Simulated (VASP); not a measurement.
VASP ran on this input.

### POSCAR
```
BaMg
1
    6.0991924505     0.0000000000    -0.0000000000
    0.0000000000     4.2530053762     0.0000000000
   -0.0000000000     0.0000000000     6.1019997274
Ba Mg
2 2
Direct
  0.7500000000   0.0000000000   0.2447782403
  0.2500000000   0.0000000000   0.7552217597
  0.2500000000   0.5000000000   0.2585909058
  0.7500000000   0.5000000000   0.7414090942
```

File KPOINTS:
```
Regular mesh
0
Gamma
5 7 5
```

INCAR:
```
ISIF = 3   # ions, shape and volume
LMAXMIX = 4   # l cut-off of mixed one-centre charges
LCHARG = .False.
LASPH = .True.   # aspherical one-centre terms
PREC = Accurate
ALGO = Normal
EDIFFG = -0.02
ISMEAR = 1
EDIFF = 1E-6   # SCF stop (eV)
SYSTEM = BaMg
LREAL = .False.   # projection in real space or not
SIGMA = 0.1   # width (eV)
LWAVE = .False.
NSW = 60   # most ionic steps
ENCUT = 400   # plane-wave cut-off (eV)
NELM = 100   # most electronic steps
IBRION = 2
GGA = PS
```

POTCAR, in this order: Ba_sv Mg (PBE.64 set). Program: vasp_std.

Question: Translate this PBEsol calculation to Quantum ESPRESSO's pw.x.

Answer: One equivalent input (not run):
```
&CONTROL
  calculation = 'vc-relax'
  pseudo_dir = './pseudo'
  outdir = './out'
  tprnfor = .true.
  tstress = .true.
  nstep = 60
  forc_conv_thr = 0.00078
/
&SYSTEM
  ibrav = 0
  nat = 4
  ntyp = 2
  ecutwfc = 84
  occupations = 'smearing'
  smearing = 'methfessel-paxton'
  degauss = 0.00735
  input_dft = 'pbesol'
/
&ELECTRONS
  conv_thr = 7.3e-08
  electron_maxstep = 100
/
&IONS
/
&CELL
/
ATOMIC_SPECIES
  Ba 137.327 Ba.upf
  Mg 24.305 Mg.upf
CELL_PARAMETERS angstrom
     6.0991925    0.0000000   -0.0000000
     0.0000000    4.2530054    0.0000000
    -0.0000000    0.0000000    6.1019997
ATOMIC_POSITIONS crystal
  Ba   0.7500000  0.0000000  0.2447782
  Ba   0.2500000  0.0000000  0.7552218
  Mg   0.2500000  0.5000000  0.2585909
  Mg   0.7500000  0.5000000  0.7414091
K_POINTS automatic
  5 7 5 0 0 0
```
Limits of the translation: the potentials are each code's own (VASP's PAW set, PseudoDojo norm-conserving files in pw.x), so ENCUT and ecutwfc are chosen apart and not converted; conv_thr bounds pw.x's estimated SCF error, while EDIFF bounds the energy change between steps; forc_conv_thr acts on force components and is met together with etot_conv_thr.

The structure comes from a computed database's BaMg entry (Pmma); how it stands against other phases isn't given here. This run relaxes it. Symmetry was kept, so distortions that lower it aren't found. The start is the result of an earlier pass.
